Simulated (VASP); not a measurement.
**CClH3: single point with PBE+D3**

The system is CClH3, in a box.

```
CELL_PARAMETERS angstrom
12.76707 0.00000 0.00000
0.00000 13.26707 0.00000
0.00000 0.00000 13.76707
ATOMIC_POSITIONS crystal
C 0.49704 0.51348 0.49492
Cl 0.53195 0.39889 0.55482
H 0.55523 0.57099 0.51352
H 0.41913 0.53623 0.51997
H 0.49649 0.49980 0.41647
```

```
Program             : VASP 6.6.1
Task                : single point
Functional          : PBE
Dispersion          : D3
Potentials or basis : VASP PAW PBE potentials, release 64 (C, Cl, H)
Cutoff              : 400 eV
k mesh              : 1 × 1 × 1
Occupations         : gaussian, width 0.01 eV
Spin                : no spin polarisation
```

```yaml
Largest_force: 0.055 eV/Å
Gap_between_the_frontier_levels: 6.23 eV
Dispersion_energy_per_atom: -0.003 eV
```

Forces in eV/Å, atoms in the order of the input:
```
C    0.013 -0.047  0.025
Cl   0.006 -0.019  0.010
H   -0.009  0.021 -0.013
H   -0.004  0.022 -0.014
H   -0.007  0.023 -0.009
```

Levels at points of the mesh, in eV from the valence-band top:
```csv
k point,band 3,band 4,band 5,band 6,band 7,band 8,band 9,band 10,band 11,band 12
"(0.00, 0.00, 0.00)",-3.89,-3.89,-3.20,0.00,0.00,6.23,6.63,7.38,7.45,7.51
```

Wall time 19 s on 4 MPI ranks on Intel(R) Xeon(R) 6975P-C (Granite Rapids), with other jobs on the host, peak memory 0.45 GiB a rank.
